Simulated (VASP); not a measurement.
VASP runs on Zr$_{2}$N (atoms displaced from the space group 194 structure) share one base input (PBE GGA, plane waves, VASP's PBE PAW potentials (set 64)) and change the settings named in each case.

POSCAR:
```
Zr2N
1
    4.4863110000     0.0000000000     0.0000000000
   -2.2431550000     3.8852590000     0.0000000000
    0.0000000000     0.0000000000     5.4969630000
N Zr
2 4
Direct
  0.3343510000   0.6693860000   0.2568560000
  0.6717650000   0.3371590000   0.7519320000
 -0.0059120000   0.0029040000  -0.0021640000
  0.0024170000   0.0019700000   0.4994880000
  0.3305340000   0.6559710000   0.7449510000
  0.6668440000   0.3326110000   0.2489360000
```

**INCAR**
```
SYSTEM = Zr2N
PREC = Accurate; ENCUT = 400; LREAL = .False.
LASPH = .True.
EDIFF = 1E-6; NELM = 100; ALGO = Normal
LMAXMIX = 4
ISMEAR = 0; SIGMA = 0.05
GGA = PE
ISIF = 2
LWAVE = .False.; LCHARG = .False.
```

KPOINTS:
```
K-points
0
G
3 3 3
0 0 0
```

POTCAR, in this order: N Zr_sv (PBE.64 set). Program: vasp_std.

```
change                                                                                                                                                              E(σ→0) (eV/atom)  pressure (GPa)  largest force (eV/Å)  −TS (eV)
------------------------------------------------------------------------------------------------------------------------------------------------------------------  ----------------  --------------  --------------------  --------
base run                                                                                                                                                                     -8.0797           -9.24                 0.275   -0.0156
GGA = PS                                                                                                                                                                     -8.6286          -14.38                 0.264   -0.0167
GGA_COMPAT = .FALSE., LNONCOLLINEAR = .TRUE., LSORBIT = .TRUE., MAGMOM = 0.0 0.0 0.0 0.0 0.0 0.0 0.0 0.0 0.0 0.0 0.0 0.0 0.0 0.0 0.0 0.0 0.0 0.0, program vasp_ncl           -8.1281           -9.27                 0.274   -0.0147
KPOINTS 1×1×1 Γ-centred mesh                                                                                                                                                 -9.2994          -28.61                 0.920   -0.0459
LDAU = .TRUE., LDAUJ = 0 0, LDAUL = -1 2, LDAUTYPE = 2, LDAUU = 0 5.0                                                                                                        -5.6735            5.01                 0.419   -0.0111
```
 Energies of different potentials or functionals have different zeros.  At 400 eV the pressure can carry a Pulay error.

Left out are runs that ran out of time, are held back, or changed the cell or the kind of run, fixed moments of cells without a moment, rows past the twelfth, gaps on odd meshes, pressures of charged cells and columns that move by less than the noise.

The structure was generated: Zr2N was put into an ordered model structure, which need not be its known phase. The cell was not relaxed at this level, its atoms were moved at random.
